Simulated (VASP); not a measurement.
Computed with PBE GGA, VASP's PBE PAW potentials (set 64) (plane waves; VASP).

VASP ran on this input.

**POSCAR**
```
SiC
1
    3.0910909859     0.0000000000     0.0000000000
   -1.5455454930     2.6769630730     0.0000000000
    0.0000000000     0.0000000000     5.0757650900
Si C
2 2
Direct
  0.3333330000   0.6666670000   0.0000000000
  0.6666670000   0.3333330000   0.5000000000
  0.3333330000   0.6666670000   0.3750000000
  0.6666670000   0.3333330000   0.8750000000
```

### INCAR
```
SYSTEM = SiC
PREC = Normal
ENCUT = 450
EDIFF = 1E-5
NELM = 100
ALGO = Fast
LREAL = .FALSE.
LASPH = .TRUE.
ISMEAR = 0
SIGMA = 0.05
GGA = PE
LWAVE = .FALSE.
LCHARG = .FALSE.
NELMIN = 4
IBRION = 2
ISIF = 2
NSW = 20
EDIFFG = -0.03
```

### KPOINTS
```
Automatic mesh
0
Gamma
11 11 6
0 0 0
```

POTCAR, in this order: Si C (PBE.64 set). Program: vasp_std.

Q: What will the output report for the number of irreducible k-points (NKPTS), largest plane-wave count, number of space-group operations, FFT grid (NGX, NGY, NGZ)?

A: 
| Property | Value |
|---|---|
| number of irreducible k-points (NKPTS) | 64 |
| largest plane-wave count | 930 |
| number of space-group operations | 12 |
| FFT grid (NGX, NGY, NGZ) | 16 × 16 × 28 |

The compound is SiC in the wurtzite structure, the rare 2H polytype. This run relaxes the ions in a fixed cell. Symmetry was kept, so distortions that lower it aren't found.
